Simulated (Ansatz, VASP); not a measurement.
**SiAg in VASP and in Ansatz**

```
Si Ag
1.0
     1.44663    0.83521    4.60780
    -1.44663    0.83521    4.60780
     0.00000   -1.67043    4.60780
Si Ag
1 1
Direct
  0.00000 0.00000 0.00000
  0.50000 0.50000 0.50000
```

Alike in both runs: task single point; functional PBE; k mesh 6 × 6 × 6; occupations gaussian, width 0.1 eV; no spin polarisation.

|  | VASP | Ansatz |
| --- | --- | --- |
| version | VASP 6.6.1 | Ansatz 0.2.0 |
| potentials or method | VASP PAW PBE potentials, release 64 (Si, Ag) | scalar-relativistic, plane waves, PAW |
| plane-wave cutoff (eV) | 520 | 420 |
| valence electrons in the cell | 15 | 23 |

Ansatz gave:

```
gap on the k mesh at the Fermi level (eV)       : none
pressure (GPa)                                  : -0.8
largest component of the traceless stress (GPa) : 1.44
```

Q: What did VASP give for the same quantities?

A: gap on the k mesh at the Fermi level (eV): none; pressure (GPa): -0.9; largest component of the traceless stress (GPa): 1.38.

A gap of «none» marks a metal or a gap that the smearing closes. The functional is the same, so the differences come from potentials, cutoffs and numerics. The two sets of potentials don't hold the same shells in valence.

Caveats: the k mesh is coarse (spacing up to 0.42 Å⁻¹), so the values aren't converged.
